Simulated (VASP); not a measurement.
Method: PBEsol GGA, VASP's PBE PAW potentials (set 64) (plane waves; VASP).

Input for VASP

INCAR:
```
SYSTEM  =  SnO
PREC  =  Accurate; ENCUT  =  620; LREAL  =  .False.
LASPH  =  .True.
EDIFF  =  1E-6; NELM  =  100; ALGO  =  Normal
LMAXMIX  =  4
ISMEAR  =  1; SIGMA  =  0.1
GGA  =  PS
IBRION  =  2; NSW  =  40; ISIF  =  3
EDIFFG  =  -0.02
LWAVE  =  .False.; LCHARG  =  .False.
```

File POSCAR:
```
SnO
1
    3.7982169152     0.0000000000     0.0000000000
    0.0000000000     3.7982169152    -0.0000000000
    0.0000000000     0.0000000000     4.7328633155
Sn O
2 2
Direct
  0.5000000000   0.0000000000   0.7550320873
  0.0000000000   0.5000000000   0.2449679127
  0.5000000000   0.5000000000   0.0000000000
  0.0000000000   0.0000000000   0.0000000000
```

**KPOINTS**
```
Automatic mesh
0
Gamma
8 8 7
0 0 0
```

POTCAR, in this order: Sn_d O (PBE.64 set). Program: vasp_std.

Without a dispersion term in the relaxation, distances and binding between the weakly bound layers, chains or molecules are unreliable, and so is what depends on them. Unless said otherwise, spin-orbit coupling is left out, though it shifts the bands of the heavy elements here.

Question: What does the run give for the energy per atom (σ→0), volume per atom, band gap (on the k-mesh)?

Answer: 
* **energy per atom (σ→0)**: -584.2 kJ/mol of atoms
* **band gap (on the k-mesh)**: none (metal, semimetal or under 0.01 eV)
* **volume per atom**: 17.11 Å^3/atom

**OSZICAR**
```
...
   3 F= -.24220666E+02 E0= -.24220676E+02  d E =-.202373E-03
       N       E                     dE             d eps       ncg     rms          rms(c)
DAV:   1    -0.242209393587E+02   -0.27245E-03   -0.27640E-02  4384   0.146E+00    0.109E-01
DAV:   2    -0.242207332756E+02    0.20608E-03   -0.12063E-03  3800   0.322E-01    0.486E-02
DAV:   3    -0.242206899657E+02    0.43310E-04   -0.11429E-04  3752   0.182E-01    0.235E-02
DAV:   4    -0.242206785994E+02    0.11366E-04   -0.34017E-05  4520   0.834E-02    0.574E-03
DAV:   5    -0.242206790490E+02   -0.44956E-06   -0.93415E-06  3624   0.363E-02
   4 F= -.24220679E+02 E0= -.24220687E+02  d E =-.130235E-04
```

The compound is SnO in the litharge structure. This run relaxes it. Symmetry was kept, so distortions that lower it aren't found.
